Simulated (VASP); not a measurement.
An input for Quantum ESPRESSO's pw.x (written as the equivalent of a VASP run, and not itself run):

```
&CONTROL
  calculation = 'vc-relax'
  pseudo_dir = './pseudo'
  outdir = './out'
  tprnfor = .true.
  tstress = .true.
  nstep = 30
  forc_conv_thr = 0.00039
/
&SYSTEM
  ibrav = 0
  nat = 2
  ntyp = 1
  ecutwfc = 60.3
  occupations = 'smearing'
  smearing = 'methfessel-paxton'
  degauss = 0.00735
  input_dft = 'vdw-df-cx'
/
&ELECTRONS
  conv_thr = 7.3e-09
  electron_maxstep = 100
/
&IONS
/
&CELL
  cell_dofree = 'shape'
/
ATOMIC_SPECIES
  Tl 204.380 Tl.upf
CELL_PARAMETERS angstrom
     1.7412372   -3.0159114    0.0000000
     1.7412372    3.0159114    0.0000000
     0.0000000    0.0000000    5.6229164
ATOMIC_POSITIONS crystal
  Tl   0.3333330  0.6666670  0.2500000
  Tl   0.6666670  0.3333330  0.7500000
K_POINTS automatic
  12 12 7 0 0 0
```

Task: Write the VASP files for the same calculation (vdW-DF-cx).

Result: One answer among several that fit: 
### KPOINTS
```
Automatic mesh
0
Gamma
12 12 7
0 0 0
```

POSCAR:
```
Tl
1.0
  1.7412371773  -3.0159113620   0.0000000000
  1.7412371773   3.0159113620   0.0000000000
  0.0000000000   0.0000000000   5.6229163834
Tl
2
Cartesian
  1.7412371773   1.0053057979   1.4057290958
  1.7412371773  -1.0053057979   4.2171872875
```

**INCAR**
```
SYSTEM=Tl
PREC=Accurate; ENCUT=520; LREAL=F
LASPH=T
EDIFF=1E-7; NELM=100; ALGO=Normal
LMAXMIX=4
ISMEAR=1; SIGMA=0.1
GGA=CX; LUSE_VDW=T; AGGAC=0.0
IBRION=2; NSW=30; ISIF=4
EDIFFG=-0.01
LWAVE=F; LCHARG=F
```

POTCAR, in this order: Tl_d (PBE.64 set). Program: vasp_std.

What does not carry over: the potentials are each code's own (VASP's PAW set, PseudoDojo norm-conserving files in pw.x), so ENCUT and ecutwfc are chosen apart and not converted; conv_thr bounds pw.x's estimated SCF error, while EDIFF bounds the energy change between steps; forc_conv_thr acts on force components and is met together with etot_conv_thr.

The compound is Tl in the hcp structure. This cell is one point of a volume scan, at 1.03 of the reference volume. Symmetry was kept, so distortions that lower it aren't found.
